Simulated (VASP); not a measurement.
```yaml
crystal:
  lattice:
    - [3.94255, 0.00000, 0.00000]
    - [0.00000, 3.94255, 0.00000]
    - [0.00000, 0.00000, 3.94255]
  atoms:
    - { symbol: Sr, position: [0.00000, 0.00000, 0.00000] }
    - { symbol: Ti, position: [0.50000, 0.50000, 0.50000] }
    - { symbol: O, position: [0.50000, 0.00000, 0.50000] }
    - { symbol: O, position: [0.00000, 0.50000, 0.50000] }
    - { symbol: O, position: [0.50000, 0.50000, 0.00000] }
```

Method: PBE GGA, VASP's PBE PAW potentials (set 64) (plane waves; VASP). Numerical set-up: 520 eV cut-off, 6×6×6 Γ-centred mesh, tetrahedra with Blöchl corrections, potentials Sr_sv Ti_sv O.

The cores are frozen, which limits the accuracy of field gradients.

Give the principal components of the electric field gradient (V/Å²) and the asymmetry η at each nucleus.

```tsv
atom	Vxx	Vyy	Vzz	η
Sr1	0.0	0.0	0.0	-
Ti2	0.0	0.0	0.0	-
O3	-7.1	-7.1	14.3	0.00
O4	-7.1	-7.1	14.3	0.00
O5	-7.1	-7.1	14.3	0.00
```

The compound is SrTiO3 in the cubic perovskite structure, the ideal cubic form; the compound distorts at low or room temperature. It was relaxed first.
